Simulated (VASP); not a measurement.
# PdC18 in VASP: further runs

One slab, PdC18, is run at these levels: PBE; tasks: single point.

Program: VASP 6.6.1. These are calculated values, not measurements. Logs are shortened: lines on timing, memory, paths and dates and some standing lists are left out, and cuts for length are marked.

## 1. The structure

The cell holds a slab with vacuum, 19 atoms: a = 7.398 Å, b = 7.398 Å, c = 11.000 Å, α = 90.00°, β = 90.00°, γ = 120.00°.

The cell was built by a generator and needn't be a form met in nature.

## 2. Single point, PBE

INCAR

```
PREC     = Accurate       # precision mode
ENCUT    = 520            # plane-wave cutoff, eV
EDIFF    = 1E-6           # SCF threshold, eV
ISMEAR   = 0              # smearing method
SIGMA    = 0.05           # smearing width, eV
LREAL    = Auto         
LASPH    = True           # aspherical terms in the spheres
NELM     = 100            # most SCF steps
ALGO     = Normal         # electronic algorithm
ISIF     = 2              # what is computed and relaxed
LWAVE    = False          # write WAVECAR
LCHARG   = False          # write CHGCAR
GGA      = PE             # functional
NBANDS   = 56             # bands
```

KPOINTS

```
Automatic mesh
0
Gamma
  2 2 1
```

POSCAR

```
PdC18
1.0
    7.3980000000      0.0000000000      0.0000000000
   -3.6990000000      6.4068560000      0.0000000000
    0.0000000000      0.0000000000     11.0000000000
C Pd
18 1
Direct
    0.0007221130     -0.0024311456      0.0975997273
    0.2249993370      0.1095907259      0.0966349091
    0.0012429668      0.3307500590      0.0878657273
    0.2232613014      0.4421135733      0.0878625455
    0.0019995970      0.6632306080      0.0902619091
    0.2230883528      0.7752034695      0.0868534545
    0.3350622059     -0.0037074347      0.0902646364
    0.5563770540      0.1085946055      0.0887219091
    0.3355970202      0.3315295365      0.0910446364
    0.5561933877      0.4420985894      0.0899560909
    0.3347843610      0.6635084353      0.0860833636
    0.5561786874      0.7750305298      0.0878624545
    0.6675424700     -0.0029507453      0.0878670000
    0.8882818709      0.1100098082      0.0903702727
    0.6680378996      0.3302544961      0.0898213636
    0.8896969433      0.4419145678      0.0887203636
    0.6667641486      0.6626961805      0.0910423636
    0.8887010756      0.7732923918      0.0966296364
    1.0149350070      0.9834558479      0.2863559091
```

Potentials or basis: VASP PAW PBE potentials, release 64 (C, Pd).

The run is started by

```
$ cat potpaw_PBE.64/C/POTCAR potpaw_PBE.64/Pd/POTCAR > POTCAR
$ mpirun -np 1 vasp_std > vasp.out
```

OUTCAR:

```text
PREC = Accurate
   ENCUT = 520
   EDIFF = 1E-6
   ISMEAR = 0
   LREAL = Auto
   LASPH = True
   NELM = 100
   ISIF = 2
   GGA = PE

 ion  position               nearest neighbor table
   1  0.001  0.998  0.098-  18 1.44   2 1.44  14 1.44  19 2.08
   2  0.225  0.110  0.097-   9 1.42   7 1.43   1 1.44  19 2.49
   3  0.001  0.331  0.088-  14 1.41   4 1.42  16 1.43
   4  0.223  0.442  0.088-  11 1.42   3 1.42   9 1.43
   5  0.002  0.663  0.090-   6 1.42  16 1.42  18 1.43
   6  0.223  0.775  0.087-   5 1.42   7 1.42  11 1.43
   7  0.335  0.996  0.090-   6 1.42   8 1.42   2 1.43
   8  0.556  0.109  0.089-   7 1.42  15 1.42  13 1.43
   9  0.336  0.332  0.091-  10 1.41   2 1.42   4 1.43
  10  0.556  0.442  0.090-   9 1.41  17 1.41  15 1.43
  11  0.335  0.664  0.086-  12 1.42   4 1.42   6 1.43
  12  0.556  0.775  0.088-  11 1.42  13 1.42  17 1.43
  13  0.668  0.997  0.088-  14 1.41  12 1.42   8 1.43
  14  0.888  0.110  0.090-  13 1.41   3 1.41   1 1.44  19 2.70
  15  0.668  0.330  0.090-  16 1.42   8 1.42  10 1.43
  16  0.890  0.442  0.089-   5 1.42  15 1.42   3 1.43
  17  0.667  0.663  0.091-  10 1.41  18 1.42  12 1.43
  18  0.889  0.773  0.097-  17 1.42   5 1.43   1 1.44  19 2.49
  19  0.015  0.983  0.286-   1 2.08   2 2.49  18 2.49  14 2.70

  LATTYP: Found a hexagonal cell.
 ALAT       =     7.3980000000
 C/A-ratio  =     1.4868883482

  Lattice vectors:

 A1 = (   7.3980000000,   0.0000000000,   0.0000000000)
 A2 = (  -3.6990000000,   6.4068560000,   0.0000000000)
 A3 = (   0.0000000000,   0.0000000000,  11.0000000000)

Analysis of symmetry for initial positions (statically):
=====================================================================
 Subroutine PRICEL returns:
 Original cell was already a primitive cell.

 Routine SETGRP: Setting up the symmetry group for a
 hexagonal supercell.

 Subroutine GETGRP returns: Found  1 space group operations
 (whereof  1 operations were pure point group operations)
 out of a pool of 24 trial point group operations.

The static configuration has the point symmetry C_1 .

Analysis of symmetry for dynamics (positions and initial velocities):
=====================================================================
 Subroutine PRICEL returns:
 Original cell was already a primitive cell.

 Routine SETGRP: Setting up the symmetry group for a
 hexagonal supercell.

 Subroutine GETGRP returns: Found  1 space group operations
 (whereof  1 operations were pure point group operations)
 out of a pool of 24 trial point group operations.

The dynamic configuration has the point symmetry C_1 .

 Subroutine INISYM returns: Found  1 space group operations
 (whereof  1 operations are pure point group operations),
 and found     1 'primitive' translations

----------------------------------------------------------------------------------------

                                     Primitive cell

  volume of cell :     521.3771

  direct lattice vectors                    reciprocal lattice vectors
     7.398000000  0.000000000  0.000000000     0.135171668  0.078041398  0.000000000
    -3.699000000  6.406856000  0.000000000     0.000000000  0.156082796  0.000000000
     0.000000000  0.000000000 11.000000000     0.000000000  0.000000000  0.090909091

  length of vectors
     7.398000000  7.398000054 11.000000000     0.156082797  0.156082796  0.090909091

  position of ions in fractional coordinates (direct lattice)
     0.000722113  0.997568854  0.097599727
     0.224999337  0.109590726  0.096634909
     0.001242967  0.330750059  0.087865727
     0.223261301  0.442113573  0.087862546
     0.001999597  0.663230608  0.090261909
     0.223088353  0.775203469  0.086853455
[... 11 lines left out ...]
     0.888701076  0.773292392  0.096629636
     0.014935007  0.983455848  0.286355909

  ion indices of the primitive-cell ions
   primitive index   ion index
                 1           1
                 2           2
                 3           3
                 4           4
                 5           5
                 6           6
[... 11 lines left out ...]
                18          18
                19          19

----------------------------------------------------------------------------------------

 KPOINTS: Automatic mesh

Automatic generation of k-mesh.
 Grid dimensions read from file:
 generate k-points for:    2    2    1

 Generating k-lattice:

  Cartesian coordinates                     Fractional coordinates (reciprocal lattice)
     0.067585834  0.039020699  0.000000000     0.500000000 -0.000000000  0.000000000
     0.000000000  0.078041398  0.000000000     0.000000000  0.500000000  0.000000000
     0.000000000  0.000000000  0.090909091     0.000000000  0.000000000  1.000000000

  Length of vectors
     0.078041399  0.078041398  0.090909091

  Shift w.r.t. Gamma in fractional coordinates (k-lattice)
     0.000000000  0.000000000  0.000000000

 Subroutine IBZKPT returns following result:
 ===========================================

 Found      4 irreducible k-points:

 Following reciprocal coordinates:
            Coordinates               Weight
  0.000000  0.000000  0.000000      1.000000
  0.500000 -0.000000  0.000000      1.000000
  0.000000  0.500000  0.000000      1.000000
  0.500000  0.500000  0.000000      1.000000
   k-points           NKPTS =      4   k-points in BZ     NKDIM =      4   number of bands    NBANDS=     56
   number of dos      NEDOS =    301   number of ions     NIONS =     19
   total plane-waves  NPLWV = 263424
   dimension x,y,z NGX =    56 NGY =   56 NGZ =   84
   dimension x,y,z NGXF=   112 NGYF=  112 NGZF=  168
   ions per type =              18   1
   NGX,Y,Z   is equivalent  to a cutoff of  12.58, 12.58, 12.70 a.u.
   NGXF,Y,Z  is equivalent  to a cutoff of  25.17, 25.17, 25.39 a.u.
 SYSTEM =  unknown system
   PREC   = accura    normal or accurate (medium, high low for compatibility)
   ISTART =      0    job   : 0-new  1-cont  2-samecut
   ICHARG =      2    charge: 1-file 2-atom 10-const
   ISPIN  =      1    spin polarized calculation?
   LNONCOLLINEAR =      F non collinear calculations
   LSORBIT =      F    spin-orbit coupling
   LASPH  =      T    aspherical Exc in radial PAW
   ENCUT  =  520.0 eV  38.22 Ry    6.18 a.u.  13.76 13.76 20.45*2*pi/ulx,y,z
   NELM   =    100;   NELMIN=  2; NELMDL= -5     # of ELM steps
   EDIFF  = 0.1E-05   stopping-criterion for ELM
   LREAL  =      T    real-space projection
   EDIFFG = 0.1E-04   stopping-criterion for IOM
   NSW    =      0    number of steps for IOM
   IBRION =     -1    ionic relax: 0-MD 1-quasi-New 2-CG
   NFREE  =      0    steps in history (QN), initial steepest desc. (CG)
   ISIF   =      2    stress and relaxation
   ISYM   =      2    0-nonsym 1-usesym 2-fastsym
   POTIM  = 0.5000    time-step for ionic-motion
   TEBEG  =    0.0;   TEEND  =   0.0 temperature during run
   PSTRESS=    0.0 pullay stress
   NELECT =      82.0000    total number of electrons
   NUPDOWN=      -1.0000    fix difference up-down
   EMIN   =  10.00;   EMAX   =-10.00  energy-range for DOS
   EFERMI =   0.00;   METHOD = LEGACY
   ISMEAR =     0;   SIGMA  =   0.05  broadening in eV -4-tet -1-fermi 0-gaus
   EFERMI_NEDOS =   21; number of points for ismear=-14 and -15
   IALGO  =     38    algorithm
   IMIX   =      4    mixing-type and parameters
     AMIX     =   0.40;   BMIX     =  1.00
     AMIX_MAG =   1.60;   BMIX_MAG =  1.00
  volume/ion in A,a.u.               =      27.44       185.18
  Fermi-wavevector in a.u.,A,eV,Ry     =   0.883681  1.669915 10.624679  0.780892
  Thomas-Fermi vector in A             =   2.004480
   LORBIT       =      0    0 simple, 1 ext, 2 COOP (PROOUT), +10 PAW based schemes
   GGA     = PE    functional components
   LHFCALC =     F    Hartree Fock is set to
   AEXX    =    0.0000 exact exchange contribution
   IVDW    =     0    specifies the selected vdW correction
   LEPSILON=     F    determine dielectric tensor
   LRPA    =     F    only Hartree local field effects (RPA)
 non-spin polarized calculation
 Gauss-broadening in eV      SIGMA  =   0.05
  energy-cutoff  :      520.00
  volume of cell :      521.38
 maximum number of plane-waves:     14099
 NGX is ok and might be reduce to    56
   NGX = 27   NGY = 27   NGZ = 41

 number of electron      82.0000001 magnetization

 Free energy of the ion-electron system (eV)
  ---------------------------------------------------
  ext. energy  EPLUGINS =         0.00000000
  ---------------------------------------------------
  free energy    TOTEN  =      -168.23555710 eV

  energy without entropy =     -168.23106014  energy(sigma->0) =     -168.23330862

 E-fermi :  -0.6880     XC(G=0):  -4.4884

 val. band max:       -0.7417014967   @ k =   0.0000   0.0000   0.0000
 cond. band min:      -0.6340605955   @ k =   0.0000   0.0000   0.0000
 fundamental gap:      0.1076409013
 Fermi energy:        -0.6879532469

 k-point     1 :       0.0000    0.0000    0.0000
  band No.  band energies     occupation
      1     -20.4105      2.00000
      2     -18.0197      2.00000
      3     -17.8284      2.00000
      4     -17.8084      2.00000
      5     -17.7691      2.00000
      6     -17.7512      2.00000
[... 45 lines left out ...]
     52       4.1354      0.00000
     53       4.2539      0.00000

 k-point     2 :       0.5000   -0.0000    0.0000
  band No.  band energies     occupation
      1     -19.8128      2.00000
      2     -19.7000      2.00000
      3     -18.4925      2.00000
      4     -18.4189      2.00000
      5     -16.0570      2.00000
      6     -15.9791      2.00000
[... 45 lines left out ...]
     52       4.3368      0.00000
     53       4.5205      0.00000

 k-point     3 :       0.0000    0.5000    0.0000
  band No.  band energies     occupation
      1     -19.8128      2.00000
      2     -19.7000      2.00000
      3     -18.4925      2.00000
      4     -18.4189      2.00000
      5     -16.0570      2.00000
      6     -15.9791      2.00000
[... 45 lines left out ...]
     52       4.3368      0.00000
     53       4.5205      0.00000

 k-point     4 :       0.5000    0.5000    0.0000
  band No.  band energies     occupation
      1     -19.8150      2.00000
      2     -19.6959      2.00000
      3     -18.4875      2.00000
      4     -18.4286      2.00000
      5     -16.0563      2.00000
      6     -15.9726      2.00000
[... 45 lines left out ...]
     52       4.3307      0.00000
     53       4.5199      0.00000
 [bands above 53 left out]

------------------------ aborting loop because EDIFF is reached ----------------------------------------

  FORCE on cell =-STRESS in cart. coord.  units (eV):
  Direction    XX          YY          ZZ          XY          YZ          ZX
  --------------------------------------------------------------------------------------
  -------------------------------------------------------------------------------------
  Total        5.8507397      2.9636224     -0.0635725     -2.5012137     -0.1074120      0.1785303
  in kB       17.9791594      9.1071289     -0.1953567     -7.6861596     -0.3300741      0.5486187
  external PRESSURE =       8.9636439 kB  Pullay stress =       0.0000000 kB

 VOLUME and BASIS-vectors are now :
 -----------------------------------------------------------------------------
  energy-cutoff  :      520.00
  volume of cell :      521.38
      direct lattice vectors                 reciprocal lattice vectors
     7.398000000  0.000000000  0.000000000     0.135171668  0.078041398  0.000000000
    -3.699000000  6.406856000  0.000000000     0.000000000  0.156082796  0.000000000
     0.000000000  0.000000000 11.000000000     0.000000000  0.000000000  0.090909091

 POSITION                                       TOTAL-FORCE (eV/Angst)
 -----------------------------------------------------------------------------------
     -3.68467      6.39128      1.07360        -0.008561      0.002814     -0.015292
      1.25917      0.70213      1.06298        -0.012832      0.012738      0.029083
     -1.21425      2.11907      0.96652         0.009868      0.009093     -0.012345
      0.01631      2.83256      0.96649        -0.019133      0.001835     -0.005375
     -2.43850      4.24922      0.99288         0.011781     -0.012296     -0.002459
     -1.21707      4.96662      0.95539        -0.007376      0.004930     -0.007811
[... 11 lines left out ...]
      3.71420      4.95437      1.06293        -0.023978     -0.000545      0.024009
     -3.52731      6.30086      3.14992         0.086839     -0.050551      0.016361
 -----------------------------------------------------------------------------------
    total drift:                                0.008667     -0.004103      0.009599

  FREE ENERGIE OF THE ION-ELECTRON SYSTEM (eV)
  ---------------------------------------------------
  free  energy   TOTEN  =      -168.2355570964 eV

  energy  without entropy=     -168.2310601408  energy(sigma->0) =     -168.23330862
```

Wall time 2.4 min (1 thread of Intel Xeon 6975P-C (Granite Rapids), shared host); peak memory 0.56 GiB.

Results:

```yaml
Free_energy: -168.2356 eV
Largest_force: 0.102 eV/Å
Band_gap_on_the_k_mesh: 0.11 eV, direct
```

Forces on the atoms (eV/Å):
```
C   -0.009  0.003 -0.015
C   -0.013  0.013  0.029
C    0.010  0.009 -0.012
C   -0.019  0.002 -0.005
C    0.012 -0.012 -0.002
C   -0.007  0.005 -0.008
C    0.019  0.003 -0.003
C   -0.025  0.015 -0.003
C    0.012 -0.011  0.005
C   -0.021  0.008  0.008
C    0.002  0.000 -0.002
C   -0.014  0.018 -0.004
C    0.001 -0.014 -0.013
C   -0.020  0.010 -0.015
C    0.021 -0.006  0.002
C   -0.025  0.017 -0.005
C    0.013 -0.009  0.004
C   -0.024 -0.001  0.024
Pd   0.087 -0.051  0.016
```

Levels at points of the mesh, in eV from the valence-band top:
```csv
k point,band 39,band 40,band 41,band 42,band 43,band 44
"(0.00, 0.00, 0.00)",-1.47,-0.07,0.00,0.11,0.17,0.87
"(0.50, 0.00, 0.00)",-1.41,-1.25,-1.15,0.90,1.58,2.34
"(0.00, 0.50, 0.00)",-1.41,-1.25,-1.15,0.90,1.58,2.34
"(0.50, 0.50, 0.00)",-1.48,-1.22,-1.15,0.92,1.65,2.36
```

Caveat: the k mesh is coarse (spacing up to 0.49 Å⁻¹), so the values aren't converged.

## 3. Single point, PBE

INCAR

```
SYSTEM = PdC18
ALGO = Normal ; EDIFF = 1E-6
ENCUT = 520 ; GGA = PE
ISIF = 2 ; ISMEAR = 0
LASPH = .TRUE. ; LCHARG = .FALSE.
LREAL = Auto ; LWAVE = .FALSE.
NBANDS = 56 ; NELM = 100
PREC = Accurate ; SIGMA = 0.05
```

KPOINTS

```
k-points
0
G
  2 2 1
  0 0 0
```

POSCAR

```
PdC18
1.0
    7.3980000000      0.0000000000      0.0000000000
   -3.6990000000      6.4068560000      0.0000000000
    0.0000000000      0.0000000000     11.0000000000
C Pd
18 1
Direct
    0.0017323015     -0.0017322069      0.0979070909
    0.2261198193      0.1101039262      0.0973260909
    0.0025797650      0.3309813737      0.0872120909
    0.2243524331      0.4424085698      0.0880314545
    0.0033837190      0.6634005821      0.0898251818
    0.2245287060      0.7754713076      0.0858832727
    0.3365994355     -0.0033837189      0.0898251818
    0.5575657210      0.1090965678      0.0881160000
    0.3368749446      0.3318555934      0.0918227273
    0.5574338803      0.4425660574      0.0905810909
    0.3361323010      0.6638677379      0.0858231818
    0.5575914024      0.7756475251      0.0880314545
    0.6690185935     -0.0025797365      0.0872120909
    0.8895225767      0.1104774323      0.0894666364
    0.6693086489      0.3306913719      0.0896316364
    0.8909034283      0.4424343235      0.0881160000
    0.6681443840      0.6631249399      0.0918227273
    0.8898960338      0.7738801996      0.0973260909
    1.0323859745      0.9676140684      0.2851309091
```

Potentials or basis: VASP PAW PBE potentials, release 64 (C, Pd).

The run is started by

```
$ cat potpaw_PBE.64/C/POTCAR potpaw_PBE.64/Pd/POTCAR > POTCAR
$ mpirun -np 1 vasp_std > vasp.out
```

Wall time 1.9 min (1 thread of Intel Xeon 6975P-C (Granite Rapids), shared host); peak memory 0.55 GiB.

It converged, with:

```
Free energy            : -168.2485 eV
Largest force          : 0.043 eV/Å
Band gap on the k mesh : 0.18 eV, direct
```

Forces on the atoms (eV/Å):
```
C    0.004 -0.002 -0.008
C    0.032 -0.026  0.013
C   -0.007  0.009 -0.002
C    0.004  0.002 -0.001
C   -0.019  0.009 -0.005
C   -0.007  0.004 -0.001
C   -0.017  0.012 -0.005
C    0.000 -0.009 -0.001
C    0.004  0.013  0.001
C    0.016 -0.009  0.000
C   -0.011  0.006 -0.001
C    0.000 -0.005 -0.001
C   -0.011  0.002 -0.002
C   -0.008  0.005 -0.008
C   -0.019  0.011  0.002
C    0.008  0.005 -0.001
C   -0.009 -0.010  0.001
C    0.038 -0.014  0.013
Pd   0.003 -0.002  0.007
```

Levels at points of the mesh, in eV from the valence-band top:
```tsv
k point	band 39	band 40	band 41	band 42	band 43	band 44
(0.00, 0.00, 0.00)	-1.48	-0.06	0.00	0.18	0.20	0.89
(0.50, 0.00, 0.00)	-1.42	-1.25	-1.08	0.92	1.61	2.34
(0.50, 0.50, 0.00)	-1.50	-1.19	-1.11	0.96	1.67	2.38
```

Caveat: the k mesh is coarse (spacing up to 0.49 Å⁻¹), so the values aren't converged.
